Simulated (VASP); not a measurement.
# OsI (Cmmm) in VASP: reference runs

How does OsI come out in PBE? The cell is run as given.

All numbers are computed with VASP 6.6.1; they aren't measurements. Logs are shortened: lines on timing, memory, paths and dates and some standing lists are left out, and cuts for length are marked.

**1. The structure**

The structure is orthorhombic, space group Cmmm (No. 65). Conventional cell: a = 3.906 Å, b = 5.582 Å, c = 5.470 Å, α = 90.00°, β = 90.00°, γ = 90.00°. Os (site symmetry mmm) is surrounded by 4 I at 3.36 Å and 4 Os at 3.41 Å. Around I (site symmetry mmm) lie 4 Os at 3.36 Å and 4 I at 3.41 Å.

The cell was built by a generator and needn't be a form met in nature.

**2. Single point, PBE**

Contents of INCAR:

```
ALGO = Normal
EDIFF = 1E-7
ENCUT = 520
GGA = PE
ISIF = 2
ISMEAR = -1
LASPH = True
LCHARG = False
LREAL = False
LWAVE = False
NBANDS = 14
NELM = 100
PREC = Accurate
SIGMA = 0.05
```

Contents of KPOINTS:

```
k-points
0
Gamma
  8 8 5
```

Contents of POSCAR:

```
OsI
1.0
    1.9529164700     -2.7912443400      0.0000000000
    1.9529164700      2.7912443400      0.0000000000
    0.0000000000      0.0000000000      5.4703896700
Os I
1 1
Direct
    0.5000000000      0.5000000000      0.5000000000
    0.0000000000      0.0000000000      0.0000000000
```

Potentials or basis: VASP PAW PBE potentials, release 64 (Os, I).

Started as:

```bash
cat potpaw_PBE.64/Os/POTCAR potpaw_PBE.64/I/POTCAR > POTCAR
mpirun -np 1 vasp_std > vasp.out
```

OUTCAR:

```text
EDIFF = 1E-7
   ENCUT = 520
   GGA = PE
   ISIF = 2
   ISMEAR = -1
   LASPH = True
   LREAL = False
   NELM = 100
   PREC = Accurate

 ion  position               nearest neighbor table
   1  0.500  0.500  0.500-   2 3.36   2 3.36   2 3.36   2 3.36
   2  0.000  0.000  0.000-   1 3.36   1 3.36   1 3.36   1 3.36

  LATTYP: Found a base centered orthorhombic cell.
 ALAT       =     3.9058329400
 B/A-ratio  =     1.4292697014
 C/A-ratio  =     1.4005692906

  Lattice vectors:

 A1 = (   1.9529164700,  -2.7912443400,   0.0000000000)
 A2 = (   1.9529164700,   2.7912443400,   0.0000000000)
 A3 = (   0.0000000000,   0.0000000000,   5.4703896700)

Analysis of symmetry for initial positions (statically):
=====================================================================
 Subroutine PRICEL returns:
 Original cell was already a primitive cell.

 Routine SETGRP: Setting up the symmetry group for a
 base centered orthorhombic supercell.

 Subroutine GETGRP returns: Found  8 space group operations
 (whereof  8 operations were pure point group operations)
 out of a pool of  8 trial point group operations.

The static configuration has the point symmetry D_2h.

Analysis of symmetry for dynamics (positions and initial velocities):
=====================================================================
 Subroutine PRICEL returns:
 Original cell was already a primitive cell.

 Routine SETGRP: Setting up the symmetry group for a
 base centered orthorhombic supercell.

 Subroutine GETGRP returns: Found  8 space group operations
 (whereof  8 operations were pure point group operations)
 out of a pool of  8 trial point group operations.

The dynamic configuration has the point symmetry D_2h.

 Subroutine INISYM returns: Found  8 space group operations
 (whereof  8 operations are pure point group operations),
 and found     1 'primitive' translations

----------------------------------------------------------------------------------------

                                     Primitive cell

  volume of cell :      59.6389

  direct lattice vectors                    reciprocal lattice vectors
     1.952916470 -2.791244340  0.000000000     0.256027335 -0.179131577  0.000000000
     1.952916470  2.791244340  0.000000000     0.256027335  0.179131577  0.000000000
     0.000000000  0.000000000  5.470389670     0.000000000  0.000000000  0.182802334

  length of vectors
     3.406600608  3.406600608  5.470389670     0.312470988  0.312470988  0.182802334

  position of ions in fractional coordinates (direct lattice)
     0.500000000  0.500000000  0.500000000
     0.000000000  0.000000000  0.000000000

  ion indices of the primitive-cell ions
   primitive index   ion index
                 1           1
                 2           2

----------------------------------------------------------------------------------------

 KPOINTS: k-points

Automatic generation of k-mesh.
 Grid dimensions read from file:
 generate k-points for:    8    8    5

 Generating k-lattice:

  Cartesian coordinates                     Fractional coordinates (reciprocal lattice)
     0.032003417 -0.022391447  0.000000000     0.125000000  0.000000000  0.000000000
     0.032003417  0.022391447  0.000000000     0.000000000  0.125000000  0.000000000
     0.000000000  0.000000000  0.036560467     0.000000000  0.000000000  0.200000000

  Length of vectors
     0.039058873  0.039058873  0.036560467

  Shift w.r.t. Gamma in fractional coordinates (k-lattice)
     0.000000000  0.000000000  0.000000000

 Subroutine IBZKPT returns following result:
 ===========================================

 Found     63 irreducible k-points:

 Following reciprocal coordinates:
            Coordinates               Weight
  0.000000  0.000000  0.000000      1.000000
  0.125000 -0.000000  0.000000      4.000000
  0.250000 -0.000000  0.000000      4.000000
  0.375000 -0.000000  0.000000      4.000000
  0.500000 -0.000000  0.000000      2.000000
  0.125000  0.125000  0.000000      2.000000
[... 16 lines left out ...]
  0.125000 -0.000000  0.200000      8.000000
  0.250000 -0.000000  0.200000      8.000000
 [... further k-points ...]
   k-points           NKPTS =     63   k-points in BZ     NKDIM =     63   number of bands    NBANDS=     14
   number of dos      NEDOS =    301   number of ions     NIONS =      2
   total plane-waves  NPLWV =  32928
   dimension x,y,z NGX =    28 NGY =   28 NGZ =   42
   dimension x,y,z NGXF=    56 NGYF=   56 NGZF=   84
   ions per type =               1   1
   NGX,Y,Z   is equivalent  to a cutoff of  13.66, 13.66, 12.76 a.u.
   NGXF,Y,Z  is equivalent  to a cutoff of  27.33, 27.33, 25.53 a.u.
 SYSTEM =  unknown system
   PREC   = accura    normal or accurate (medium, high low for compatibility)
   ISTART =      0    job   : 0-new  1-cont  2-samecut
   ICHARG =      2    charge: 1-file 2-atom 10-const
   ISPIN  =      1    spin polarized calculation?
   LNONCOLLINEAR =      F non collinear calculations
   LSORBIT =      F    spin-orbit coupling
   LASPH  =      T    aspherical Exc in radial PAW
   ENCUT  =  520.0 eV  38.22 Ry    6.18 a.u.   6.33  6.33 10.17*2*pi/ulx,y,z
   NELM   =    100;   NELMIN=  2; NELMDL= -5     # of ELM steps
   EDIFF  = 0.1E-06   stopping-criterion for ELM
   LREAL  =      F    real-space projection
   EDIFFG = 0.1E-05   stopping-criterion for IOM
   NSW    =      0    number of steps for IOM
   IBRION =     -1    ionic relax: 0-MD 1-quasi-New 2-CG
   NFREE  =      0    steps in history (QN), initial steepest desc. (CG)
   ISIF   =      2    stress and relaxation
   ISYM   =      2    0-nonsym 1-usesym 2-fastsym
   POTIM  = 0.5000    time-step for ionic-motion
   TEBEG  =    0.0;   TEEND  =   0.0 temperature during run
   PSTRESS=    0.0 pullay stress
   NELECT =      15.0000    total number of electrons
   NUPDOWN=      -1.0000    fix difference up-down
   EMIN   =  10.00;   EMAX   =-10.00  energy-range for DOS
   EFERMI =   0.00;   METHOD = LEGACY
   ISMEAR =    -1;   SIGMA  =   0.05  broadening in eV -4-tet -1-fermi 0-gaus
   EFERMI_NEDOS =   21; number of points for ismear=-14 and -15
   IALGO  =     38    algorithm
   IMIX   =      4    mixing-type and parameters
     AMIX     =   0.40;   BMIX     =  1.00
     AMIX_MAG =   1.60;   BMIX_MAG =  1.00
  volume/ion in A,a.u.               =      29.82       201.23
  Fermi-wavevector in a.u.,A,eV,Ry     =   1.033385  1.952814 14.529441  1.067884
  Thomas-Fermi vector in A             =   2.167629
   LORBIT       =      0    0 simple, 1 ext, 2 COOP (PROOUT), +10 PAW based schemes
   GGA     = PE    functional components
   LHFCALC =     F    Hartree Fock is set to
   AEXX    =    0.0000 exact exchange contribution
   IVDW    =     0    specifies the selected vdW correction
   LEPSILON=     F    determine dielectric tensor
   LRPA    =     F    only Hartree local field effects (RPA)
 non-spin polarized calculation
  energy-cutoff  :      520.00
  volume of cell :       59.64
 maximum number of plane-waves:      1622
 NGX is ok and might be reduce to    28
   NGX = 13   NGY = 13   NGZ = 21

 number of electron      15.0000001 magnetization

 Free energy of the ion-electron system (eV)
  ---------------------------------------------------
  ext. energy  EPLUGINS =         0.00000000
  ---------------------------------------------------
  free energy    TOTEN  =        -7.02079581 eV

  energy without entropy =       -6.96239516  energy(sigma->0) =       -6.99159548

 E-fermi :   4.3134     XC(G=0):  -9.9297

 val. band max:        4.3053869163   @ k =   0.2500  -0.0000   0.0000
 cond. band min:       4.3133923659   @ k =  -0.2500   0.1250   0.2000
 fundamental gap:      0.0080054496
 Fermi energy:         4.3133576377

 k-point     1 :       0.0000    0.0000    0.0000
  band No.  band energies     occupation
      1      -9.6583      2.00000
      2       0.1914      2.00000
      3       0.7927      2.00000
      4       2.9369      2.00000
      5       3.8491      1.99981
      6       4.0005      1.99617
      7       4.0602      1.98742
      8       4.1563      1.91718
      9       4.5138      0.03564
     10       5.0048      0.00000
     11      11.5690      0.00000
     12      12.3354      0.00000
     13      12.5664      0.00000
     14      15.4979      0.00000

 k-point     2 :       0.1250   -0.0000    0.0000
  band No.  band energies     occupation
      1      -9.5150      2.00000
      2       0.2568      2.00000
      3       1.0422      2.00000
      4       2.6586      2.00000
      5       3.0346      2.00000
      6       4.1133      1.96410
      7       4.1439      1.93472
      8       4.4481      0.12652
      9       4.4949      0.05165
     10       4.7436      0.00037
     11      11.8475      0.00000
     12      11.8883      0.00000
     13      12.8846      0.00000
     14      14.9101      0.00000

 k-point     3 :       0.2500   -0.0000    0.0000
  band No.  band energies     occupation
      1      -9.1285      2.00000
      2       0.4099      2.00000
      3       0.6906      2.00000
      4       1.9695      2.00000
      5       3.1536      2.00000
      6       4.0918      1.97647
      7       4.3054      1.07954
      8       4.3450      0.69378
      9       4.4326      0.16855
     10       5.0456      0.00000
     11      10.1549      0.00000
     12      11.2650      0.00000
     13      11.9379      0.00000
     14      14.9017      0.00000
[... 324 lines left out ...]
 k-point    23 :       0.1250   -0.0000    0.2000
  band No.  band energies     occupation
      1      -9.4920      2.00000
      2      -0.6112      2.00000
      3       1.9603      2.00000
      4       2.6961      2.00000
      5       3.0699      2.00000
      6       3.8974      1.99951
      7       4.1541      1.92050
      8       4.3907      0.35126
      9       4.7207      0.00058
     10       5.2189      0.00000
     11      10.9201      0.00000
     12      11.8370      0.00000
     13      12.8378      0.00000
     14      14.5170      0.00000

 k-point    24 :       0.2500   -0.0000    0.2000
  band No.  band energies     occupation
      1      -9.1135      2.00000
      2      -0.1714      2.00000
      3       1.0464      2.00000
      4       2.2180      2.00000
      5       3.3131      2.00000
      6       3.8297      1.99987
      7       4.1446      1.93384
      8       4.2956      1.17573
      9       4.4353      0.16041
     10       5.6323      0.00000
     11       9.6293      0.00000
     12      11.4304      0.00000
     13      12.5051      0.00000
     14      14.6155      0.00000

 [... further k-points ...]

------------------------ aborting loop because EDIFF is reached ----------------------------------------

  FORCE on cell =-STRESS in cart. coord.  units (eV):
  Direction    XX          YY          ZZ          XY          YZ          ZX
  --------------------------------------------------------------------------------------
  -------------------------------------------------------------------------------------
  Total       -7.2318155     -3.9131230     -6.7674114      0.0000000      0.0000000      0.0000000
  in kB     -194.2800191   -105.1245864   -181.8039760      0.0000000      0.0000000      0.0000000
  external PRESSURE =    -160.4028605 kB  Pullay stress =       0.0000000 kB

 VOLUME and BASIS-vectors are now :
 -----------------------------------------------------------------------------
  energy-cutoff  :      520.00
  volume of cell :       59.64
      direct lattice vectors                 reciprocal lattice vectors
     1.952916470 -2.791244340  0.000000000     0.256027335 -0.179131577  0.000000000
     1.952916470  2.791244340  0.000000000     0.256027335  0.179131577  0.000000000
     0.000000000  0.000000000  5.470389670     0.000000000  0.000000000  0.182802334

 POSITION                                       TOTAL-FORCE (eV/Angst)
 -----------------------------------------------------------------------------------
      1.95292      0.00000      2.73519         0.000000      0.000000      0.000000
      0.00000      0.00000      0.00000        -0.000000     -0.000000      0.000000
 -----------------------------------------------------------------------------------
    total drift:                                0.000000      0.000000      0.000000

  FREE ENERGIE OF THE ION-ELECTRON SYSTEM (eV)
  ---------------------------------------------------
  free  energy   TOTEN  =        -7.0207958063 eV

  energy  without entropy=       -6.9623951601  energy(sigma->0) =       -6.99159548
```

It took 24 s on 1 thread of Intel Xeon 6975P-C (Granite Rapids), shared host; peak memory 0.21 GiB.

What came out:

* Free energy: -7.0208 eV
* Pressure: -16.0 GPa
* Band gap on the k mesh: none (metal or under the smearing width)

Caveat: so large a pressure means that the cell lies far from this level's equilibrium, or that cutoff or potentials fall short; an odd number of electrons without spin polarisation forces a metal; a magnetic or distorted state may lie lower.
